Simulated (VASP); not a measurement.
Output of a VASP run:

### OSZICAR
```
       N       E                     dE             d eps       ncg     rms          rms(c)
DAV:   1     0.204449761498E+03    0.20445E+03   -0.15685E+04   520   0.113E+03
DAV:   2    -0.180776755986E+02   -0.22253E+03   -0.21839E+03   624   0.249E+02
DAV:   3    -0.332740200324E+02   -0.15196E+02   -0.15127E+02   696   0.715E+01
DAV:   4    -0.334650636704E+02   -0.19104E+00   -0.19083E+00   638   0.812E+00
DAV:   5    -0.334674492454E+02   -0.23856E-02   -0.23836E-02   682   0.936E-01    0.107E+01
DAV:   6    -0.325828754533E+02    0.88457E+00   -0.18347E+00   638   0.195E+01    0.856E+00
DAV:   7    -0.325059806811E+02    0.76895E-01   -0.13308E+00   620   0.691E+00    0.400E+00
DAV:   8    -0.324995640070E+02    0.64167E-02   -0.30959E-01   550   0.620E+00    0.121E+00
DAV:   9    -0.324935759929E+02    0.59880E-02   -0.40921E-02   588   0.283E+00    0.246E-01
DAV:  10    -0.324943547892E+02   -0.77880E-03   -0.58445E-03   636   0.450E-01    0.237E-01
DAV:  11    -0.324941400399E+02    0.21475E-03   -0.30148E-04   646   0.197E-01    0.163E-01
DAV:  12    -0.324940149431E+02    0.12510E-03   -0.22097E-03   606   0.520E-01    0.343E-02
DAV:  13    -0.324940004308E+02    0.14512E-04   -0.38637E-04   552   0.202E-01    0.235E-02
DAV:  14    -0.324940015344E+02   -0.11036E-05   -0.92322E-06   586   0.170E-02    0.250E-02
DAV:  15    -0.324940007157E+02    0.81864E-06   -0.78211E-07   600   0.686E-03    0.191E-02
DAV:  16    -0.324940010949E+02   -0.37919E-06   -0.38789E-05   568   0.679E-02    0.165E-02
DAV:  17    -0.324940024609E+02   -0.13660E-05   -0.92940E-06   602   0.166E-02    0.172E-02
DAV:  18    -0.324940008113E+02    0.16497E-05   -0.10734E-06   598   0.115E-02    0.128E-02
DAV:  19    -0.324939988455E+02    0.19657E-05   -0.67030E-06   576   0.254E-02    0.393E-03
DAV:  20    -0.324939990309E+02   -0.18536E-06   -0.12527E-06   586   0.841E-03    0.447E-03
DAV:  21    -0.324939990236E+02    0.73178E-08   -0.14801E-08   286   0.687E-04
   1 F= -.32493999E+02 E0= -.32493999E+02  d E =0.000000E+00
```

File OUTCAR:
```
------------------------ aborting loop because EDIFF is reached ----------------------------------------
  FORCE on cell =-STRESS in cart. coord.  units (eV):
  Direction    XX          YY          ZZ          XY          YZ          ZX
  --------------------------------------------------------------------------------------
  Total       -0.0219708     -0.0219708     -0.0219708     -0.0000000     -0.0000000      0.0000000
  in kB       -0.2239416     -0.2239416     -0.2239416     -0.0000000     -0.0000000      0.0000000
  external PRESSURE =      -0.2239416 kB  Pullay stress =       0.0000000 kB
  volume of cell :      157.19
      direct lattice vectors                 reciprocal lattice vectors
     5.396851587  0.000000000  0.000000000     0.185293218  0.000000000  0.000000000
     0.000000000  5.396851587  0.000000000     0.000000000  0.185293218  0.000000000
     0.000000000  0.000000000  5.396851587     0.000000000  0.000000000  0.185293218
 POSITION                                       TOTAL-FORCE (eV/Angst)
 -----------------------------------------------------------------------------------
      0.00000      0.00000      0.00000        -0.000000      0.000000      0.000000
      1.47962      1.47962      1.47962         0.010322      0.010322      0.010322
      3.91723      3.91723      1.47962        -0.010322     -0.010322      0.010322
      3.91723      1.47962      3.91723        -0.010322      0.010322     -0.010322
      1.47962      3.91723      3.91723         0.010322     -0.010322     -0.010322
      2.69843      2.69843      0.00000         0.000000      0.000000     -0.000000
      2.69843      0.00000      2.69843         0.000000      0.000000      0.000000
      0.00000      2.69843      2.69843        -0.000000      0.000000      0.000000
 -----------------------------------------------------------------------------------
    total drift:                               -0.000000     -0.000000      0.000000
  FREE ENERGIE OF THE ION-ELECTRON SYSTEM (eV)
  ---------------------------------------------------
  free  energy   TOTEN  =       -32.4939990236 eV

  energy  without entropy=      -32.4939990236  energy(sigma->0) =      -32.49399902

 total charge

# of ion       s       p       d       tot
------------------------------------------
    1        0.729   0.516   9.377  10.621
    2        1.435   2.447   0.034   3.916
    3        1.435   2.447   0.034   3.916
    4        1.435   2.447   0.034   3.916
    5        1.435   2.447   0.034   3.916
    6        0.360   0.547   0.000   0.907
    7        0.360   0.547   0.000   0.907
    8        0.360   0.547   0.000   0.907
--------------------------------------------------
tot          7.547  11.944   9.512  29.003

 Electric field gradients after diagonalization (V/A^2)
 (convention: |V_zz| > |V_xx| > |V_yy|)
----------------------------------------------------------------------
 ion       V_xx      V_yy      V_zz     asymmetry (V_yy - V_xx)/ V_zz
----------------------------------------------------------------------
   1       0.000     0.000     0.000      -0.056
   2      -5.234    -5.234    10.467       0.000
   3      -5.234    -5.234    10.467       0.000
   4      -5.234    -5.234    10.467       0.000
   5      -5.234    -5.234    10.467       0.000
   6       1.057     1.057    -2.113       0.000
   7       1.057     1.057    -2.113       0.000
   8       1.057     1.057    -2.113       0.000
```
(Selected blocks of OUTCAR.)

**POSCAR**
```
Be3HgSe4
1
    5.3968515869    -0.0000000000     0.0000000000
   -0.0000000000     5.3968515869     0.0000000000
   -0.0000000000    -0.0000000000     5.3968515869
Hg Se Be
1 4 3
Direct
  1.0000000000   0.0000000000   0.0000000000
  0.2741636774   0.2741636774   0.2741636774
  0.7258363226   0.7258363226   0.2741636774
  0.7258363226   0.2741636774   0.7258363226
  0.2741636774   0.7258363226   0.7258363226
  0.5000000000   0.5000000000   1.0000000000
  0.5000000000   0.0000000000   0.5000000000
  1.0000000000   0.5000000000   0.5000000000
```

Task: Write an INCAR and KPOINTS that could have produced this output.

Result: Several could match; the one computed here: the input of the run itself, PBEsol GGA, plane waves, VASP's PBE PAW potentials (set 64).

**INCAR**
```
LWAVE  =  .FALSE.
ENCUT  =  400   # plane-wave cut-off (eV)
NELM  =  100   # most electronic steps
ALGO  =  Normal
NEDOS  =  601   # DOS grid
LMAXMIX  =  6   # l cut-off of mixed one-centre charges
GGA  =  PS
LASPH  =  .TRUE.
ISMEAR  =  -5   # tetrahedra, Bloechl
LREAL  =  .FALSE.   # projection in real space or not
LCHARG  =  .TRUE.
LEFG  =  .TRUE.
PREC  =  Accurate
EDIFF  =  1E-7   # SCF stop (eV)
SYSTEM  =  Be3HgSe4
ISIF  =  2
LORBIT  =  11
```

KPOINTS:
```
Automatic mesh
0
Gamma
5 5 5
0 0 0
```

POTCAR, in this order: Hg Se Be (PBE.64 set). Program: vasp_std.

The structure was generated: Be3HgSe4 was put into an ordered model structure (P-43m), which need not be its known phase. It was relaxed first.
